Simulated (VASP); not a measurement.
OSZICAR of a VASP run on CdZn3Te4 (ordered alloy cell):

### OSZICAR
```
       N       E                     dE             d eps       ncg     rms          rms(c)
DAV:   1    -0.253651439746E+02   -0.25365E+02   -0.61400E+00  1154   0.258E+01    0.186E+01
DAV:   2    -0.253489239270E+02    0.16220E-01   -0.87050E-01   980   0.115E+01    0.123E+01
DAV:   3    -0.253514321200E+02   -0.25082E-02   -0.96053E-02   979   0.259E+00    0.779E+00
DAV:   4    -0.253501970770E+02    0.12350E-02   -0.66596E-03   965   0.834E-01    0.467E+00
DAV:   5    -0.253497322847E+02    0.46479E-03   -0.15906E-03  1068   0.213E-01    0.281E+00
DAV:   6    -0.253496700789E+02    0.62206E-04   -0.33915E-04   906   0.106E-01    0.170E+00
DAV:   7    -0.253496471148E+02    0.22964E-04   -0.28703E-05   903   0.305E-02    0.102E+00
DAV:   8    -0.253496394563E+02    0.76585E-05   -0.58124E-06   740   0.128E-02    0.606E-01
DAV:   9    -0.253496385468E+02    0.90940E-06   -0.25809E-06   727   0.812E-03
   1 F= -.25349639E+02 E0= -.25349639E+02  d E =-.360654E-12
       N       E                     dE             ncg
```

Problem. Which electronic solver shows in the log?

Solution. It is blocked Davidson (ALGO = Normal, or the opening steps of other solvers). The INCAR had ALGO = Normal.

Problem. Can the final energy be trusted as converged?

Solution. Self-consistency was reached. It stopped with EDIFF = 1E-6, NELM = 60 (HSE06 screened hybrid, plane waves, VASP's PBE PAW potentials (set 64)).

The structure was generated: CdZn3Te4 was put into an ordered model structure (P-43m), which need not be its known phase. It was relaxed first. The cell's shape comes from a PBE relaxation.
